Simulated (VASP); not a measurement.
The system is HfB.

```
CELL_PARAMETERS angstrom
0.00000 2.31000 2.31000
2.31000 0.00000 2.31000
2.31000 2.31000 0.00000
ATOMIC_POSITIONS crystal
Hf 0.50000 0.50000 0.50000
B 0.00000 0.00000 0.00000
```

* Program: VASP 6.6.1
* Task: relaxation of cell and atoms
* Functional: BLYP
* Dispersion: D3(BJ)
* Potentials or basis: VASP PAW PBE potentials, release 64 (Hf_pv, B)
* Cutoff: 600 eV
* k mesh: 10 × 10 × 10
* Occupations: fermi-dirac, width 0.05 eV
* Spin: no spin polarisation

At the start: pressure 25.0 GPa; volume 12.33 Å³/atom.

Q: How do energy, volume and symmetry change on relaxing?

A: Over 4 steps the energy falls by 105.7 meV/atom and the volume is 13.82 Å³/atom (+12.1 %); space group Fm-3m (No. 225, to 0.05 Å).

Step by step:
```tsv
step	energy change (eV)	largest force (eV/Å)	pressure (GPa)	volume (Å³)
1	0.0000	0.0000	25.04	24.65
2	0.1123	0.0000	-20.06	32.19
3	-0.2112	0.0000	-0.68	27.73
4	-0.2114	0.0000	-0.11	27.63
```

Final structure:
```
Hf B
1.0
     0.00000    2.39962    2.39962
     2.39962    0.00000    2.39962
     2.39962    2.39962    0.00000
Hf B
1 1
Cartesian
  2.3996 2.3996 2.3996
  0.0000 0.0000 0.0000
```

Caveat: the PAW data sets were made with another functional, which shifts forces and pressure a little; pairwise dispersion overbinds metals, which lowers pressure and volume.
